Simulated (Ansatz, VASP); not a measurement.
## Cross-check of CsCaH3 between VASP and Ansatz

Aim: how closely do two programs agree when they are given the same cell, functional and k mesh? The cell is taken from a series of runs on this material, whose earlier steps may have relaxed, scaled, displaced or heated it; both programs get it as it stands.

Calculated with Ansatz 0.2.0; plane waves, with VASP 6.6.1 beside it; zone-centre phonons at LDA.

**1. Starting point**

Symmetry: Pm-3m, No. 221, cubic system. The conventional cell has a = 4.466 Å, b = 4.466 Å, c = 4.466 Å, α = 90.00°, β = 90.00°, γ = 90.00°. Nearest to Cs lie 12 H at 3.16 Å. Nearest to Ca lie 6 H at 2.23 Å. Nearest to H lie 2 Ca at 2.23 Å and 8 H at 3.16 Å and 4 Cs at 3.16 Å. Farther neighbours are not listed.

Coordinates:

```cif
data_structure
_symmetry_space_group_name_H-M 'Pm-3m'
_symmetry_Int_Tables_number 221
_cell_length_a 4.4657
_cell_length_b 4.4657
_cell_length_c 4.4657
_cell_angle_alpha 90.000
_cell_angle_beta 90.000
_cell_angle_gamma 90.000
_cell_volume 89.05
loop_
_atom_site_label
_atom_site_type_symbol
_atom_site_symmetry_multiplicity
_atom_site_Wyckoff_symbol
_atom_site_fract_x
_atom_site_fract_y
_atom_site_fract_z
_atom_site_occupancy
Cs1 Cs 1 a 0.00000 0.00000 0.00000 1
Ca1 Ca 1 b 0.50000 0.50000 0.50000 1
H1 H 3 c 0.50000 0.00000 0.50000 1
```

**2. VASP: zone-centre phonons, LDA**

Second derivatives magnify differences that forces hide, and they need a tight electronic threshold.

Lines of VASP's logs that name or quote its potential files are left out, and so is its time.

INCAR reads:

```
SYSTEM = CsCaH3
PREC = Accurate
ENCUT = 500
EDIFF = 1E-08
NELM = 120
ISMEAR = 0
SIGMA = 0.01
LREAL = .FALSE.
ALGO = Normal
GGA = CA
NBANDS = 17
LORBIT = 11
LWAVE = .FALSE.
LCHARG = .FALSE.
ISIF = 2
IBRION = 8
LEPSILON = .TRUE.
LASPH = .TRUE.
GGA_COMPAT = .FALSE.
EFERMI = MIDGAP
KPAR = 2
```

POSCAR reads:

```
CsCaH3
1.0
    4.4656596289      0.0000000000      0.0000000000
    0.0000000000      4.4656596289      0.0000000000
    0.0000000000      0.0000000000      4.4656596289
Cs Ca H
1 1 3
Direct
    0.0000000000      0.0000000000      0.0000000000
    0.5000000000      0.5000000000      0.5000000000
    0.5000000000      0.0000000000      0.5000000000
    0.0000000000      0.5000000000      0.5000000000
    0.5000000000      0.5000000000      0.0000000000
```

KPOINTS reads:

```
Automatic mesh
0
Gamma
4 4 4
0 0 0
```

PAW data sets: Cs_sv, Ca_sv and H (LDA family, release 64).

On the command line:

```bash
mpirun -np 2 vasp_std
```

Numbers of over 12 decimals in the logs are rounded to 6 here.

Log:

```text
[banner, memory and clock lines left out]
running    2 mpi-ranks, on    1 nodes
 distrk:  each k-point on    1 cores,    2 groups
 distr:  one band on    1 cores,    1 groups

 POSCAR found type information on POSCAR CsCaH
 POSCAR found :  3 types and       5 ions
 LDA part: xc-table for (Slater(with rela. corr.)+CA(PZ))
 , standard interpolation
 POSCAR, INCAR and KPOINTS ok, starting setup
 FFT: planning ... GRIDC
 FFT: planning ... GRID_SOFT
 FFT: planning ... GRID
 WAVECAR not read
 entering main loop
       N       E                     dE             d eps       ncg     rms          rms(c)
DAV:   1     0.141760469798E+03    0.14176E+03   -0.10584E+04   340   0.115E+03
DAV:   2    -0.859220109295E+01   -0.15035E+03   -0.14549E+03   427   0.263E+02
DAV:   3    -0.173668097673E+02   -0.87746E+01   -0.87537E+01   589   0.583E+01
DAV:   4    -0.176532381571E+02   -0.28643E+00   -0.28631E+00   493   0.779E+00
DAV:   5    -0.176596048164E+02   -0.63667E-02   -0.63659E-02   508   0.944E-01    0.668E+00
DAV:   6    -0.163391891507E+02    0.13204E+01   -0.14900E+00   349   0.506E+00    0.325E+00
DAV:   7    -0.159542332660E+02    0.38496E+00   -0.19049E+00   394   0.515E+00    0.750E-01
DAV:   8    -0.159589539368E+02   -0.47207E-02   -0.14036E-01   411   0.205E+00    0.357E-01
DAV:   9    -0.159532954609E+02    0.56585E-02   -0.18114E-02   386   0.629E-01    0.517E-02
DAV:  10    -0.159532871992E+02    0.82617E-05   -0.17021E-03   449   0.265E-01    0.200E-02
DAV:  11    -0.159532894404E+02   -0.22412E-05   -0.50144E-05   483   0.402E-02    0.163E-02
DAV:  12    -0.159532968281E+02   -0.73877E-05   -0.37778E-05   407   0.469E-02    0.167E-02
DAV:  13    -0.159532880164E+02    0.88117E-05   -0.38504E-05   405   0.320E-02    0.329E-03
DAV:  14    -0.159532880992E+02   -0.82766E-07   -0.11854E-06   434   0.634E-03    0.155E-03
DAV:  15    -0.159532880943E+02    0.48517E-08   -0.13959E-07   505   0.262E-03    0.304E-04
DAV:  16    -0.159532880925E+02    0.18547E-08   -0.99542E-09   289   0.683E-04
   1 F= -.15953288E+02 E0= -.15953288E+02  d E =0.000000E+00
 Linear response reoptimize wavefunctions to high precision
DAV:   1    -0.159532880913E+02    0.11426E-08   -0.61770E-09   409   0.413E-04
DAV:   2    -0.159532880914E+02   -0.50704E-10   -0.19899E-10   214   0.885E-05
 Linear response G [H, r] |phi>, progress :
  Direction:   1
       N       E                     dE             d eps       ncg     rms
RMM:   1    -0.794225576430E+02   -0.79423E+02    0.87382E+02   567   0.165E+02
RMM:   2    -0.870778392139E+02   -0.76553E+01   -0.27815E+01   609   0.245E+01
RMM:   3    -0.877362882712E+02   -0.65845E+00   -0.50068E+00   713   0.754E+00
RMM:   4    -0.879028854212E+02   -0.16660E+00   -0.80038E-01   756   0.241E+00
RMM:   5    -0.879269930494E+02   -0.24108E-01   -0.13611E-01   743   0.872E-01
RMM:   6    -0.879299241452E+02   -0.29311E-02   -0.21462E-02   781   0.352E-01
RMM:   7    -0.879304143347E+02   -0.49019E-03   -0.67150E-03   770   0.156E-01
RMM:   8    -0.879305360085E+02   -0.12167E-03   -0.23566E-02   748   0.673E-02
RMM:   9    -0.879305622771E+02   -0.26269E-04   -0.42712E-03   759   0.349E-02
RMM:  10    -0.879305674634E+02   -0.51864E-05   -0.16292E-03   735   0.197E-02
RMM:  11    -0.879305670957E+02    0.36769E-06   -0.18131E-03   729   0.122E-02
RMM:  12    -0.879305680908E+02   -0.99510E-06   -0.57790E-04   718   0.914E-03
RMM:  13    -0.879305677340E+02    0.35683E-06   -0.41770E-04   687   0.774E-03
RMM:  14    -0.879305673240E+02    0.41005E-06   -0.43747E-04   650   0.699E-03
RMM:  15    -0.879305681167E+02   -0.79273E-06   -0.18686E-03   616   0.662E-03
RMM:  16    -0.879305681525E+02   -0.35801E-07   -0.16270E-03   583   0.643E-03
RMM:  17    -0.879305681411E+02    0.11343E-07   -0.16832E-03   570   0.633E-03
RMM:  18    -0.879305682401E+02   -0.98984E-07   -0.16598E-03   532   0.628E-03
 Linear response G [H, r] |phi>, progress :
  Direction:   2
       N       E                     dE             d eps       ncg     rms
RMM:   1    -0.787692315655E+02   -0.78769E+02    0.79280E+02   582   0.155E+02
RMM:   2    -0.822966090654E+02   -0.35274E+01   -0.19094E+01   629   0.234E+01
RMM:   3    -0.828802102151E+02   -0.58360E+00   -0.39781E+00   728   0.696E+00
RMM:   4    -0.830049495653E+02   -0.12474E+00   -0.78616E-01   761   0.228E+00
RMM:   5    -0.830270120392E+02   -0.22062E-01   -0.14162E-01   768   0.860E-01
RMM:   6    -0.830295271428E+02   -0.25151E-02   -0.30842E-02   777   0.388E-01
RMM:   7    -0.830301602982E+02   -0.63316E-03   -0.54660E-03   790   0.184E-01
RMM:   8    -0.830303317080E+02   -0.17141E-03   -0.25513E-03   760   0.804E-02
RMM:   9    -0.830303572712E+02   -0.25563E-04   -0.53694E-04   781   0.440E-02
RMM:  10    -0.830303639846E+02   -0.67134E-05   -0.19812E-05   754   0.283E-02
RMM:  11    -0.830303736894E+02   -0.97048E-05   -0.41709E-04   735   0.197E-02
RMM:  12    -0.830303569586E+02    0.16731E-04   -0.13337E-04   708   0.162E-02
[...]
RMM:   7    -0.786802511227E+00   -0.74383E-03   -0.13100E-04  1216   0.511E-02    0.860E-03
RMM:   8    -0.786836292783E+00   -0.33782E-04   -0.72855E-05  1234   0.247E-02    0.751E-04
RMM:   9    -0.786841172009E+00   -0.48792E-05    0.11029E-05  1319   0.982E-03    0.932E-04
RMM:  10    -0.786838460113E+00    0.27119E-05   -0.21931E-05  1308   0.433E-03    0.261E-04
[...]
RMM:  25    -0.176578462400E+00    0.91448E-09   -0.14331E-06   658   0.229E-04    0.565E-07
RMM:  26    -0.176578462001E+00    0.39890E-09   -0.15069E-06   654   0.229E-04    0.218E-07
RMM:  27    -0.176578461923E+00    0.77910E-10   -0.13832E-06   637   0.229E-04    0.216E-07
RMM:  28    -0.176578461088E+00    0.83542E-09   -0.15073E-06   645   0.229E-04    0.269E-07
RMM:  29    -0.176578460694E+00    0.39364E-09   -0.13148E-06   640   0.229E-04    0.284E-07
RMM:  30    -0.176578460637E+00    0.57164E-10   -0.14593E-06   635   0.229E-04    0.297E-07
RMM:  31    -0.176578460806E+00   -0.16904E-09   -0.14405E-06   625   0.229E-04    0.567E-07
RMM:  32    -0.176578461078E+00   -0.27222E-09   -0.14589E-06   612   0.229E-04    0.934E-08
 first order change of Fermi-energy   0.41797E-04
 force on displaced ion       1 direction 1 :  -1.895   0.000  -0.000
 Born effective charge ion    1 direction 1 :   1.092   0.000   0.000
 Linear response progress:
  Degree of freedom:   2/  4
       N       E                     dE             d eps       ncg     rms          rms(c)
RMM:   1    -0.461274835289E+00   -0.46127E+00    0.17480E+00   724   0.107E+01
RMM:   2    -0.410978555914E+00    0.50296E-01   -0.10003E-01   982   0.192E+00    0.183E-01
RMM:   3    -0.412225063250E+00   -0.12465E-02   -0.16528E-02  1144   0.537E-01    0.134E-01
RMM:   4    -0.412462260655E+00   -0.23720E-03   -0.25130E-03  1257   0.218E-01    0.627E-02
RMM:   5    -0.412352940073E+00    0.10932E-03   -0.44287E-04  1224   0.866E-02    0.103E-02
RMM:   6    -0.412325775717E+00    0.27164E-04   -0.11588E-04  1298   0.384E-02    0.385E-03
RMM:   7    -0.412287799104E+00    0.37977E-04   -0.24096E-05  1327   0.166E-02    0.257E-03
RMM:   8    -0.412296317381E+00   -0.85183E-05   -0.11915E-05  1269   0.925E-03    0.221E-03
RMM:   9    -0.412289158042E+00    0.71593E-05   -0.64777E-06  1318   0.543E-03    0.941E-04
RMM:  10    -0.412286643344E+00    0.25147E-05   -0.46296E-06  1344   0.352E-03    0.567E-04
RMM:  11    -0.412284128147E+00    0.25152E-05   -0.38312E-06  1329   0.264E-03    0.121E-04
RMM:  12    -0.412283809871E+00    0.31828E-06   -0.44249E-06  1420   0.193E-03    0.695E-05
RMM:  13    -0.412283804753E+00    0.51174E-08   -0.39014E-06  1332   0.157E-03    0.349E-05
RMM:  14    -0.412283812260E+00   -0.75072E-08   -0.31479E-06  1261   0.135E-03    0.208E-05
RMM:  15    -0.412283902892E+00   -0.90631E-07   -0.25623E-06  1356   0.116E-03    0.160E-05
RMM:  16    -0.412283914861E+00   -0.11969E-07   -0.69948E-06  1381   0.101E-03    0.279E-05
RMM:  17    -0.412283903321E+00    0.11540E-07   -0.84476E-06  1325   0.888E-04    0.393E-05
RMM:  18    -0.412283902543E+00    0.77847E-09   -0.70021E-06  1227   0.783E-04    0.470E-05
RMM:  19    -0.412283923959E+00   -0.21416E-07   -0.58458E-06  1280   0.699E-04    0.516E-05
RMM:  20    -0.412283940939E+00   -0.16979E-07   -0.46575E-06  1233   0.628E-04    0.570E-05
RMM:  21    -0.412283951014E+00   -0.10075E-07   -0.37660E-06  1211   0.571E-04    0.614E-05
RMM:  22    -0.412284001727E+00   -0.50713E-07   -0.29810E-06  1246   0.525E-04    0.622E-05
RMM:  23    -0.412284124096E+00   -0.12237E-06   -0.24150E-06  1450   0.494E-04    0.559E-05
 first order change of Fermi-energy   0.50785E-04
 force on displaced ion       2 direction 1 :  -5.395   0.000  -0.000
 Born effective charge ion    2 direction 1 :   1.932   0.000   0.000
 Linear response progress:
  Degree of freedom:   3/  4
       N       E                     dE             d eps       ncg     rms          rms(c)
RMM:   1    -0.161211199636E-01   -0.16121E-01   -0.10417E-02  1627   0.338E-01
RMM:   2    -0.159097938804E-01    0.21133E-03   -0.32304E-04  1734   0.630E-02    0.870E-02
RMM:   3    -0.162013517151E-01   -0.29156E-03   -0.12095E-04  1427   0.392E-02    0.492E-02
RMM:   4    -0.168758395258E-01   -0.67449E-03   -0.16169E-04  1502   0.441E-02    0.388E-03
RMM:   5    -0.169077243518E-01   -0.31885E-04   -0.41056E-06  1690   0.113E-02    0.101E-03
RMM:   6    -0.169077953886E-01   -0.71037E-07   -0.52266E-07  1767   0.308E-03    0.322E-04
RMM:   7    -0.169089343038E-01   -0.11389E-05   -0.10492E-07  1889   0.964E-04    0.140E-04
RMM:   8    -0.169087661527E-01    0.16815E-06   -0.21518E-08  1911   0.369E-04    0.579E-05
RMM:   9    -0.169089892087E-01   -0.22306E-06   -0.16651E-08  1981   0.174E-04    0.213E-05
RMM:  10    -0.169088922573E-01    0.96951E-07   -0.57575E-09  1895   0.904E-05    0.753E-06
RMM:  11    -0.169088876232E-01    0.46341E-08    0.20393E-09  1979   0.485E-05    0.601E-06
 first order change of Fermi-energy   0.38280E-04
 force on displaced ion       3 direction 1 :  -0.741   0.000   0.000
 Born effective charge ion    3 direction 1 :  -0.973   0.000   0.000
 Linear response progress:
  Degree of freedom:   4/  4
       N       E                     dE             d eps       ncg     rms          rms(c)
RMM:   1    -0.161012553393E-01   -0.16101E-01   -0.17713E-03  1169   0.458E-01
RMM:   2    -0.163327600897E-01   -0.23150E-03   -0.85086E-04  1214   0.723E-02    0.992E-02
RMM:   3    -0.166419508931E-01   -0.30919E-03   -0.27340E-04   988   0.613E-02    0.555E-02
RMM:   4    -0.173416513895E-01   -0.69970E-03   -0.17600E-04  1015   0.536E-02    0.654E-03
RMM:   5    -0.174165628563E-01   -0.74911E-04   -0.16407E-05  1090   0.194E-02    0.166E-03
RMM:   6    -0.174208762748E-01   -0.43134E-05   -0.17484E-06  1152   0.604E-03    0.628E-04
RMM:   7    -0.174235382885E-01   -0.26620E-05   -0.32434E-07  1243   0.229E-03    0.344E-04
RMM:   8    -0.174237099055E-01   -0.17162E-06   -0.85912E-08  1235   0.903E-04    0.886E-05
RMM:   9    -0.174239557591E-01   -0.24585E-06    0.44235E-08  1227   0.461E-04    0.372E-05
RMM:  10    -0.174240132419E-01   -0.57483E-07    0.96466E-09  1305   0.245E-04    0.284E-05
RMM:  11    -0.174239822538E-01    0.30988E-07    0.23273E-08  1258   0.136E-04    0.325E-05
RMM:  12    -0.174239950965E-01   -0.12843E-07   -0.38972E-10  1245   0.867E-05    0.232E-05
RMM:  13    -0.174240254444E-01   -0.30348E-07    0.36202E-09  1254   0.706E-05    0.619E-06
RMM:  14    -0.174240090116E-01    0.16433E-07   -0.16828E-09  1186   0.541E-05    0.513E-06
RMM:  15    -0.174240112000E-01   -0.21884E-08   -0.12657E-09  1103   0.489E-05    0.275E-06
 first order change of Fermi-energy   0.59257E-04
 force on displaced ion       3 direction 2 :  -0.000  -4.546   0.000
 Born effective charge ion    3 direction 2 :   0.000  -1.098   0.000
 Born effective charges drift removed
 Linear response finished
```

[end of part 1 of 3]

[Lines on the potential files, build, host, timing and source positions are cut from VASP's logs without a mark.]

[Logs are printed without paths, hosts, clocks, repeated set-up lines and the standing remarks that a program may print on its own settings, such as how far it seeks lower states.]

[Hosts, paths, dates, database ids (printed as entryN), source tags and the programs' standing remarks are cut or masked in the printed files.]
